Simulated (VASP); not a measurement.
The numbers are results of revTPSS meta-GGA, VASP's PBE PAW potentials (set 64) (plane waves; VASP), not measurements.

VASP input:

File KPOINTS:
```
Automatic mesh
0
Gamma
11 11 6
0 0 0
```

POSCAR:
```
Lu
1.0
  1.7328479795  -3.0013808265   0.0000000000
  1.7328479795   3.0013808265   0.0000000000
  0.0000000000   0.0000000000   5.4117015908
Lu
2
Direct
  0.3333330000   0.6666670000   0.2500000000
  0.6666670000   0.3333330000   0.7500000000
```

### INCAR
```
ALGO = Normal
EDIFF = 1E-6
EDIFFG = -0.01
ENCUT = 520
IBRION = 2
ISIF = 3
ISMEAR = 1
LASPH = .TRUE.
LCHARG = .FALSE.
LMAXMIX = 6
LMIXTAU = .TRUE.
LREAL = .FALSE.
LWAVE = .FALSE.
METAGGA = RTPSS
NELM = 100
NSW = 60
PREC = Accurate
SIGMA = 0.1
SYSTEM = Lu
```

POTCAR, in this order: Lu_3 (PBE.64 set). Program: vasp_std.

What VASP printed:

File OSZICAR:
```
       N       E                     dE             d eps       ncg     rms          rms(c)
DAV:   1     0.166577828788E+03    0.16658E+03   -0.96804E+03  2248   0.184E+03
DAV:   2     0.762589734294E+02   -0.90319E+02   -0.88559E+02  2803   0.875E+02
DAV:   3     0.713649598257E+02   -0.48940E+01   -0.46673E+01  3198   0.130E+02
DAV:   4     0.710637501975E+02   -0.30121E+00   -0.26991E+00  3162   0.157E+01
DAV:   5     0.710319512979E+02   -0.31799E-01   -0.31293E-01  3188   0.375E+00    0.295E+01
DAV:   6     0.642526270070E+02   -0.67793E+01   -0.34229E+01  1664   0.528E+02    0.174E+01
DAV:   7     0.642869611217E+02    0.34334E-01   -0.20362E+00  3216   0.662E+01    0.204E+00
DAV:   8     0.636405726115E+02   -0.64639E+00   -0.76685E-01  2499   0.125E+01    0.727E-01
DAV:   9     0.643411684015E+02    0.70060E+00   -0.17975E+02  1664   0.319E+03    0.350E-01
DAV:  10     0.636359411237E+02   -0.70523E+00   -0.61607E-01  2051   0.103E+01    0.213E-01
DAV:  11     0.636294039902E+02   -0.65371E-02   -0.58915E-03  2808   0.122E+00    0.101E-01
DAV:  12     0.636297056077E+02    0.30162E-03   -0.23253E-04  2598   0.260E-01    0.992E-02
DAV:  13     0.636252813294E+02   -0.44243E-02   -0.13191E-03  2696   0.581E-01    0.706E-02
DAV:  14     0.636249451526E+02   -0.33618E-03   -0.74957E-05  2751   0.167E-01    0.277E-02
DAV:  15     0.636249398011E+02   -0.53515E-05   -0.11788E-06  1711   0.173E-02    0.229E-02
DAV:  16     0.636249444321E+02    0.46310E-05   -0.45690E-06  2295   0.486E-02    0.470E-03
DAV:  17     0.636249306053E+02   -0.13827E-04   -0.99641E-07  1310   0.344E-02    0.827E-03
DAV:  18     0.636249304542E+02   -0.15109E-06   -0.49251E-07  1202   0.267E-02
   1 F= 0.63624930E+02 E0= 0.63623953E+02  d E =0.636249E+02
```

### OUTCAR
```
------------------------ aborting loop because EDIFF is reached ----------------------------------------
  FORCE on cell =-STRESS in cart. coord.  units (eV):
  Direction    XX          YY          ZZ          XY          YZ          ZX
  --------------------------------------------------------------------------------------
  Total        0.0189256      0.0189256     -0.0102159      0.0000000     -0.0000000      0.0000000
  in kB        0.5386614      0.5386614     -0.2907642      0.0000000     -0.0000000      0.0000000
  external PRESSURE =       0.2621862 kB  Pullay stress =       0.0000000 kB
  volume of cell :       56.29
      direct lattice vectors                 reciprocal lattice vectors
     1.732847980 -3.001380827  0.000000000     0.288542334 -0.166589989  0.000000000
     1.732847980  3.001380827  0.000000000     0.288542334  0.166589989  0.000000000
     0.000000000  0.000000000  5.411701591     0.000000000  0.000000000  0.184784764
 POSITION                                       TOTAL-FORCE (eV/Angst)
 -----------------------------------------------------------------------------------
      1.73285      1.00046      1.35293         0.000000      0.000000      0.000000
      1.73285     -1.00046      4.05878         0.000000     -0.000000      0.000000
 -----------------------------------------------------------------------------------
    total drift:                                0.000001      0.000068     -0.000011
  FREE ENERGIE OF THE ION-ELECTRON SYSTEM (eV)
  ---------------------------------------------------
  free  energy   TOTEN  =        63.6249304542 eV

  energy  without entropy=       63.6219976636  energy(sigma->0) =       63.62395286

 reached required accuracy - stopping structural energy minimisation
```
(Selected blocks of OUTCAR.)

### OUTCAR
```
 val. band max:        2.8859944321   @ k =   0.4545   0.0000   0.3333

 cond. band min:       2.9321837246   @ k =   0.2727   0.0909   0.0000


 Fermi energy:         2.8937562264

 k-point     1 :       0.0000    0.0000    0.0000
  band No.  band energies     occupation
      1     -24.3255      2.00000
      2     -23.8486      2.00000
      3     -23.8486      2.00000
      4     -23.7542      2.00000
      5     -23.7542      2.00000
      6     -23.7150      2.00000
      7      -3.2205      2.00000
      8       0.4515      2.00000
      9       3.6349     -0.00000
     10       5.1738      0.00000
     11       5.1738      0.00000
     12       5.6212      0.00000
     13       5.9573      0.00000

 k-point     2 :       0.0909    0.0000    0.0000
  band No.  band energies     occupation
      1     -24.3107      2.00000
      2     -23.8776      2.00000
      3     -23.8586      2.00000
      4     -23.7852      2.00000
      5     -23.7580      2.00000
      6     -23.7222      2.00000
      7      -3.0168      2.00000
      8       0.6558      2.00000
      9       3.4787     -0.00000
     10       4.6593     -0.00000
     11       5.3692      0.00000
     12       5.6706      0.00000
     13       5.9953      0.00000

 k-point     3 :       0.1818   -0.0000    0.0000
  band No.  band energies     occupation
      1     -24.2687      2.00000
      2     -23.9559      2.00000
      3     -23.8847      2.00000
      4     -23.8660      2.00000
      5     -23.7691      2.00000
      6     -23.7440      2.00000
      7      -2.4336      2.00000
      8       1.2021      2.00000
      9       3.0890     -0.01856
     10       3.8911     -0.00000
     11       5.0816      0.00000
     12       5.6363      0.00000
     13       5.8701      0.00000

 k-point     4 :       0.2727    0.0000    0.0000
  band No.  band energies     occupation
      1     -24.2065      2.00000
      2     -24.0592      2.00000
      3     -23.9673      2.00000
...
```

The compound is Lu in the hcp structure. It was relaxed first. The start is the result of an earlier pass.
